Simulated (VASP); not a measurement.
Method: PBE GGA, VASP's PBE PAW potentials (set 64) (plane waves; VASP).

A VASP calculation is set up with these files.

File POSCAR:
```
CdS
1
   -0.0000000000     2.9683855013     2.9683855013
    2.9683855013    -0.0000000000     2.9683855013
    2.9683855013     2.9683855013    -0.0000000000
Cd S
1 1
Direct
  0.0000000000   0.0000000000   0.0000000000
  0.7500000000   0.7500000000   0.7500000000
```

### INCAR
```
! general
SYSTEM  = CdS
PREC    = Normal
ENCUT   = 400
LREAL   = .FALSE.
LASPH   = .TRUE.

! electronic loop
EDIFF   = 1E-5
NELM    = 100
NELMIN  = 4
ALGO    = Fast
LMAXMIX = 4

! smearing
ISMEAR  = 0
SIGMA   = 0.05

! functional
GGA     = PE

! ions
IBRION  = 2
NSW     = 20
ISIF    = 2
EDIFFG  = -0.03

! output
LWAVE   = .FALSE.
LCHARG  = .FALSE.
```

KPOINTS:
```
K-points
0
gamma
9 9 9
0 0 0
```

POTCAR, in this order: Cd S (PBE.64 set). Program: vasp_std.

Q: What does the run give for the energy per atom (σ→0), band gap (on the k-mesh)?

A: 
The energy per atom (σ→0) comes out as -3.073 eV/atom and the band gap (on the k-mesh) comes out as 1.03 eV.

### OSZICAR
```
...
RMM:   6    -0.616373273608E+01    0.53667E+00   -0.95483E-01   910   0.667E+00    0.624E+00
RMM:   7    -0.614593943002E+01    0.17793E-01   -0.22510E-01   910   0.301E+00    0.270E+00
RMM:   8    -0.614437158833E+01    0.15678E-02   -0.14765E-02   910   0.105E+00    0.915E-01
RMM:   9    -0.614488126534E+01   -0.50968E-03   -0.33381E-03   910   0.545E-01    0.214E-01
RMM:  10    -0.614491042930E+01   -0.29164E-04   -0.87015E-04   910   0.253E-01    0.937E-02
RMM:  11    -0.614501242083E+01   -0.10199E-03   -0.32139E-04   910   0.181E-01    0.757E-02
RMM:  12    -0.614500588602E+01    0.65348E-05   -0.55846E-05   820   0.705E-02
   1 F= -.61450059E+01 E0= -.61450059E+01  d E =-.614501E+01
```

The compound is CdS in the zinc blende structure, a metastable form; wurtzite is the usual one. It was relaxed first, which changed the volume by +6 %.
